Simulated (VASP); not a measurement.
Data:

```
CELL_PARAMETERS angstrom
      0.00000     2.87575     2.87575
      2.87575     0.00000     2.87575
      2.87575     2.87575     0.00000
ATOMIC_POSITIONS crystal
  Ge 0.00000 0.00000 0.00000
  Ge 0.25000 0.25000 0.25000
```

All values below come from RPBE GGA, VASP's PBE PAW potentials (set 64) (plane waves; VASP 6.6.1). Numerical set-up: 520 eV cut-off, 11×11×11 Γ-centred mesh, first-order Methfessel-Paxton smearing of 0.10 eV, potentials Ge_d.

Question: Predict the energy per atom (σ→0), pressure, band gap (on the k-mesh) with the smallest direct gap where there is one.

Answer: 
| Quantity | Result |
|---|---|
| band gap (on the k-mesh) | none (metal, semimetal or under 0.01 eV) |
| energy per atom (σ→0) | -4.178 eV/atom |
| pressure | 1.88 GPa |

Only differences to runs with the same potentials and settings are physical.

The compound is Ge in the diamond structure. This cell is one point of a volume scan, at 0.97 of the reference volume.
